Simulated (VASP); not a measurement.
# Li3Fe3P (Pm-3m) in VASP: further runs

Runs on Li3Fe3P. Level: PBE. Tasks: single point.

Program: VASP 6.6.1. These are calculated values, not measurements. Logs are shortened: lines on timing, memory, paths and dates and some standing lists are left out, and cuts for length are marked.

## 1. The cell of the first run

Symmetry: Pm-3m, No. 221, cubic system. Conventional cell: a = 4.645 Å, b = 4.645 Å, c = 4.645 Å, α = 90.00°, β = 90.00°, γ = 90.00°. Li (site symmetry 4/mmm) is surrounded by 4 Fe at 2.32 Å and 2 P at 2.32 Å. Fe (site symmetry 4/mmm) has 4 Li at 2.32 Å as nearest neighbours. Around P (site symmetry m-3m) lie 6 Li at 2.32 Å.

The cell was built by a generator and needn't be a form met in nature.

## 2. Single point, PBE, collinear spin, typed start (cell x1)

The input, INCAR:

```
SYSTEM = Li3Fe3P
ALGO     = Fast           ! electronic algorithm
EDIFF    = 1E-7           ! SCF threshold, eV
ENCUT    = 520            ! plane-wave cutoff, eV
GGA      = PE             ! functional
ISIF     = 2              ! what is computed and relaxed
ISMEAR   = 0              ! smearing method
ISPIN    = 2              ! spin polarisation
LASPH    = .TRUE.         ! aspherical terms in the spheres
LCHARG   = .TRUE.         ! write CHGCAR
LELF     = .TRUE.         ! ELF
LMAXMIX  = 4              ! l up to which the mixer works
LORBIT   = 11             ! projections on sites
LREAL    = .FALSE.        ! projectors in reciprocal space
LVHAR    = .TRUE.       
LWAVE    = .FALSE.        ! write WAVECAR
MAGMOM   = 0 0 0 3.07 3.07 3.07 0 ! initial moments
NBANDS   = 32             ! bands
NELM     = 150            ! most SCF steps
PREC     = Accurate       ! precision mode
SIGMA    = 0.1            ! smearing width, eV
```

The input, KPOINTS:

```
k-points
0
G
  4 4 4
  0 0 0
```

The input, POSCAR:

```
Li3Fe3P
1.0
    4.6446706531      0.0000000000      0.0000000000
    0.0000000000      4.6446706531      0.0000000000
    0.0000000000      0.0000000000      4.6446706531
Li Fe P
3 3 1
Direct
    0.5000000000      0.5000000000      0.0000000000
    0.0000000000      0.5000000000      0.5000000000
    0.5000000000      0.0000000000      0.5000000000
    0.5000000000      1.0000000000      0.0000000000
    1.0000000000      0.5000000000      0.0000000000
    0.0000000000      0.0000000000      0.5000000000
    0.5000000000      0.5000000000      0.5000000000
```

Potentials or basis: VASP PAW PBE potentials, release 64 (Li_sv, Fe, P).

On the command line:

```
cat potpaw_PBE.64/Li_sv/POTCAR potpaw_PBE.64/Fe/POTCAR potpaw_PBE.64/P/POTCAR > POTCAR
mpirun -np 1 vasp_std > vasp.out
```

OUTCAR:

```text
SYSTEM = Li3Fe3P
   EDIFF = 1E-7
   ENCUT = 520
   GGA = PE
   ISIF = 2
   ISMEAR = 0
   ISPIN = 2
   LASPH = .TRUE.
   LORBIT = 11
   LREAL = .FALSE.
   NELM = 150
   PREC = Accurate

 ion  position               nearest neighbor table
   1  0.500  0.500  0.000-   4 2.32   5 2.32   7 2.32   7 2.32   4 2.32   5 2.32
   2  0.000  0.500  0.500-   5 2.32   6 2.32   7 2.32   5 2.32   6 2.32   7 2.32
   3  0.500  0.000  0.500-   4 2.32   6 2.32   7 2.32   4 2.32   7 2.32   6 2.32
   4  0.500  0.000  0.000-   1 2.32   3 2.32   3 2.32   1 2.32
   5  0.000  0.500  0.000-   1 2.32   2 2.32   2 2.32   1 2.32
   6  0.000  0.000  0.500-   2 2.32   3 2.32   2 2.32   3 2.32
   7  0.500  0.500  0.500-   1 2.32   2 2.32   3 2.32   1 2.32   3 2.32   2 2.32

  LATTYP: Found a simple cubic cell.
 ALAT       =     4.6446706531

  Lattice vectors:

 A1 = (   4.6446706531,   0.0000000000,   0.0000000000)
 A2 = (   0.0000000000,   4.6446706531,   0.0000000000)
 A3 = (   0.0000000000,   0.0000000000,   4.6446706531)

Analysis of symmetry for initial positions (statically):
=====================================================================
 Subroutine PRICEL returns:
 Original cell was already a primitive cell.

 Routine SETGRP: Setting up the symmetry group for a
 simple cubic supercell.

 Subroutine GETGRP returns: Found 48 space group operations
 (whereof 48 operations were pure point group operations)
 out of a pool of 48 trial point group operations.

The static configuration has the point symmetry O_h .

Analysis of symmetry for dynamics (positions and initial velocities):
=====================================================================
 Subroutine PRICEL returns:
 Original cell was already a primitive cell.

 Routine SETGRP: Setting up the symmetry group for a
 simple cubic supercell.

 Subroutine GETGRP returns: Found 48 space group operations
 (whereof 48 operations were pure point group operations)
 out of a pool of 48 trial point group operations.

The dynamic configuration has the point symmetry O_h .

Analysis of structural, dynamic, and magnetic symmetry:
=====================================================================
 Subroutine PRICEL returns:
 Original cell was already a primitive cell.

 Routine SETGRP: Setting up the symmetry group for a
 simple cubic supercell.

 Subroutine GETGRP returns: Found 48 space group operations
 (whereof 48 operations were pure point group operations)
 out of a pool of 48 trial point group operations.

The overall configuration has the point symmetry O_h .

[... 136 lines left out ...]
  ---------------------------------------------------
  ext. energy  EPLUGINS =         0.00000000
  ---------------------------------------------------
  free energy    TOTEN  =       -29.41614370 eV

  energy without entropy =      -29.39228721  energy(sigma->0) =      -29.40421545

 E-fermi :   3.8497     XC(G=0): -10.1497

 val. band max:        3.8021561534   @ k =   0.5000   0.2500   0.0000
 cond. band min:       3.8520257604   @ k =   0.2500   0.0000   0.0000
 fundamental gap:      0.0498696070
 Fermi energy:         3.8496603977

 spin component 1

 k-point     1 :       0.0000    0.0000    0.0000
  band No.  band energies     occupation
      1     -41.7222      1.00000
      2     -41.7111      1.00000
      3     -41.7111      1.00000
      4      -6.6833      1.00000
      5      -0.2549      1.00000
      6       0.3686      1.00000
[... 329 lines left out ...]
     30      10.7092      0.00000
     31      10.7092      0.00000
 Fermi energy:         3.8496603977

 spin component 2

 k-point     1 :       0.0000    0.0000    0.0000
  band No.  band energies     occupation
      1     -41.7441      1.00000
      2     -41.7332      1.00000
      3     -41.7332      1.00000
      4      -6.5379      1.00000
      5       0.3376      1.00000
      6       0.4610      1.00000
[... 329 lines left out ...]
     30      10.9730      0.00000
     31      10.9733      0.00000
 [bands above 31 left out]

------------------------ aborting loop because EDIFF is reached ----------------------------------------

  FORCE on cell =-STRESS in cart. coord.  units (eV):
  Direction    XX          YY          ZZ          XY          YZ          ZX
  --------------------------------------------------------------------------------------
  -------------------------------------------------------------------------------------
  Total        0.0868778      0.0868778      0.0868778      0.0000000     -0.0000000      0.0000000
  in kB        1.3891676      1.3891676      1.3891676      0.0000000     -0.0000000      0.0000000
  external PRESSURE =       1.3891676 kB  Pullay stress =       0.0000000 kB

 VOLUME and BASIS-vectors are now :
 -----------------------------------------------------------------------------
  energy-cutoff  :      520.00
  volume of cell :      100.20
      direct lattice vectors                 reciprocal lattice vectors
     4.644670653  0.000000000  0.000000000     0.215300519  0.000000000  0.000000000
     0.000000000  4.644670653  0.000000000     0.000000000  0.215300519  0.000000000
     0.000000000  0.000000000  4.644670653     0.000000000  0.000000000  0.215300519

 POSITION                                       TOTAL-FORCE (eV/Angst)
 -----------------------------------------------------------------------------------
      2.32234      2.32234      0.00000         0.000000      0.000000      0.000000
      0.00000      2.32234      2.32234         0.000000      0.000000      0.000000
      2.32234      0.00000      2.32234         0.000000      0.000000      0.000000
      2.32234      0.00000      0.00000         0.000000      0.000000      0.000000
      0.00000      2.32234      0.00000         0.000000      0.000000      0.000000
      0.00000      0.00000      2.32234         0.000000      0.000000      0.000000
      2.32234      2.32234      2.32234         0.000000      0.000000      0.000000
 -----------------------------------------------------------------------------------
    total drift:                                0.000000      0.000000     -0.000000

  FREE ENERGIE OF THE ION-ELECTRON SYSTEM (eV)
  ---------------------------------------------------
  free  energy   TOTEN  =       -29.4161436980 eV

  energy  without entropy=      -29.3922872084  energy(sigma->0) =      -29.40421545

 total charge

# of ion       s       p       d       tot
------------------------------------------
    1        2.056   0.126   0.000   2.182
    2        2.056   0.126   0.000   2.182
    3        2.056   0.126   0.000   2.182
    4        0.376   0.187   6.183   6.746
    5        0.376   0.187   6.183   6.746
    6        0.376   0.187   6.183   6.746
    7        1.074   1.386   0.000   2.460
--------------------------------------------------
tot          8.372   2.325  18.548  29.245

 magnetization (x)

# of ion       s       p       d       tot
------------------------------------------
    1       -0.002  -0.010   0.000  -0.012
    2       -0.002  -0.010   0.000  -0.012
    3       -0.002  -0.010   0.000  -0.012
    4        0.021  -0.004   2.891   2.908
    5        0.021  -0.004   2.891   2.908
    6        0.021  -0.004   2.891   2.908
    7        0.024   0.073   0.000   0.097
--------------------------------------------------
tot          0.079   0.031   8.673   8.782
```

OSZICAR:

```text
N       E                     dE             d eps       ncg     rms          rms(c)
DAV:   1     0.274723005376E+03    0.27472E+03   -0.15432E+04  1280   0.129E+03
DAV:   2    -0.139160492607E+01   -0.27611E+03   -0.25968E+03  1280   0.339E+02
DAV:   3    -0.302337467437E+02   -0.28842E+02   -0.27063E+02  1944   0.957E+01
[... 23 lines left out ...]
RMM:  27    -0.294161401645E+02   -0.13268E-06   -0.19391E-06  1478   0.531E-03    0.704E-05
RMM:  28    -0.294161430744E+02   -0.29099E-05   -0.29983E-05  1401   0.475E-03    0.152E-04
RMM:  29    -0.294161434662E+02   -0.39178E-06   -0.27102E-06  1460   0.467E-03    0.119E-04
RMM:  30    -0.294161436812E+02   -0.21507E-06   -0.26333E-06  1419   0.420E-03    0.165E-04
RMM:  31    -0.294161437335E+02   -0.52240E-07   -0.10731E-06  1334   0.391E-03    0.179E-04
RMM:  32    -0.294161436980E+02    0.35453E-07   -0.12457E-07  1340   0.389E-03
   1 F= -.29416144E+02 E0= -.29404215E+02  d E =-.238565E-01  mag=     8.8398
```

stdout:

```text
POSCAR found type information on POSCAR LiFeP
[... 24 lines left out ...]
 num prob  num prob  num prob  num prob  num prob  num prob  num prob RMM:  30    -0.294161436812E+02   -0.21507E-06   -0.26333E-06  1419   0.420E-03    0.165E-04
 num prob  num prob  num prob  num prob  num prob  num prob  num prob  num prob  num prob  num prob  num prob  num prob  num prob  num prob  num prob  num prob  num prob  num prob RMM:  31    -0.294161437335E+02   -0.52240E-07   -0.10731E-06  1334   0.391E-03    0.179E-04
 num prob  num prob  num prob  num prob  num prob  num prob  num prob  num prob  num prob  num prob  num prob  num prob  num prob  num prob  num prob  num prob  num prob  num prob  num prob  num prob  num prob  num prob  num prob  num prob  num prob  num prob  num prob  num prob RMM:  32    -0.294161436980E+02    0.35453E-07   -0.12457E-07  1340   0.389E-03
```

Wall time 2 min (1 thread of Intel Xeon Platinum 8375C at 2.90GHz (Ice Lake), shared host); peak memory 0.26 GiB.

Results:

| Item | Value |
| --- | --- |
| Free energy | -29.4161 eV |
| Band gap on the k mesh | none (metal or under the smearing width) |
| Net moment | 8.84 μB per cell |
| Site moments | Li -0.01; Fe +2.91; P +0.10 μB |
| Valence electrons inside the program's atomic spheres | Li 2.18; Fe 6.75; P 2.46 |

Caveat: the cutoff is under 1.25 times the usual one of these potentials, so pressure, stress and relaxed cells hold a basis-set (Pulay) error.

## 3. Single point, PBE, collinear spin, typed start (species swapped into the Ce3GaBr3 type (Pm-3m, No. 221))

The input, INCAR:

```
PREC = Accurate ; ENCUT = 520
EDIFF = 1E-6 ; ISMEAR = 0
SIGMA = 0.1 ; LREAL = F
LASPH = T ; NELM = 150
ALGO = Fast ; ISIF = 2
LWAVE = F ; LCHARG = F
ISPIN = 2 ; MAGMOM = 0 0 0 4 4 4 0
LORBIT = 11 ; LMAXMIX = 4
GGA = PE ; NBANDS = 32
```

The input, KPOINTS:

```
regular mesh
0
Gamma
  4 4 4
```

The input, POSCAR:

```
Li3Fe3P
1.0
    4.4652843100      0.0000000000      0.0000000000
    0.0000000000      4.4652843100      0.0000000000
    0.0000000000      0.0000000000      4.4652843100
Li Fe P
3 3 1
Direct
    0.5000000000      0.5000000000      0.0000000000
    0.0000000000      0.5000000000      0.5000000000
    0.5000000000      0.0000000000      0.5000000000
    0.5000000000      0.0000000000      0.0000000000
    0.0000000000      0.5000000000      0.0000000000
    0.0000000000      0.0000000000      0.5000000000
    0.5000000000      0.5000000000      0.5000000000
```

Potentials or basis: VASP PAW PBE potentials, release 64 (Li_sv, Fe, P).

On the command line:

```
cat potpaw_PBE.64/Li_sv/POTCAR potpaw_PBE.64/Fe/POTCAR potpaw_PBE.64/P/POTCAR > POTCAR
mpirun -np 1 vasp_std > vasp.out
```

Wall time 83 s (1 thread of Intel Xeon Platinum 8375C at 2.90GHz (Ice Lake), shared host); peak memory 0.25 GiB.

The run converged. Its results:

```
Free energy                                           : -29.2104 eV
Band gap on the k mesh                                : none (metal or under the smearing width)
Net moment                                            : 8.02 μB per cell
Site moments                                          : Li -0.02; Fe +2.68; P +0.11 μB
Valence electrons inside the program's atomic spheres : Li 2.23; Fe 6.84; P 2.50
```

Levels at points of the mesh, in eV from the Fermi level:
Spin up:
```csv
k point,band 20,band 21,band 22,band 23,band 24,band 25,band 26,band 27
"(0.00, 0.00, 0.00)",-1.61,-1.61,-1.61,-1.43,3.01,3.01,3.06,3.06
"(0.50, 0.00, 0.00)",-1.61,-1.32,-1.32,-1.02,1.24,1.24,1.30,2.77
"(0.50, 0.50, 0.00)",-2.04,-1.41,-1.41,-0.70,2.39,2.39,2.46,2.53
"(0.50, 0.50, 0.50)",-1.61,-1.61,-1.61,-0.74,-0.06,-0.06,-0.06,5.97
```
Spin down:
```csv
k point,band 11,band 12,band 13,band 14,band 15,band 16,band 17,band 18,band 19,band 20
"(0.00, 0.00, 0.00)",-1.07,-1.07,-1.06,-0.17,0.34,0.52,0.52,0.53,0.71,0.71
"(0.50, 0.00, 0.00)",-0.72,-0.70,-0.70,-0.66,-0.64,0.02,0.02,0.26,0.44,0.67
"(0.50, 0.50, 0.00)",-0.83,-0.76,-0.71,-0.71,-0.26,0.05,0.05,0.46,0.64,0.95
"(0.50, 0.50, 0.50)",-1.01,-1.01,-1.01,-0.76,0.09,0.09,0.09,0.38,0.76,0.76
```

Caveat: the cutoff is under 1.25 times the usual one of these potentials, so pressure, stress and relaxed cells hold a basis-set (Pulay) error.
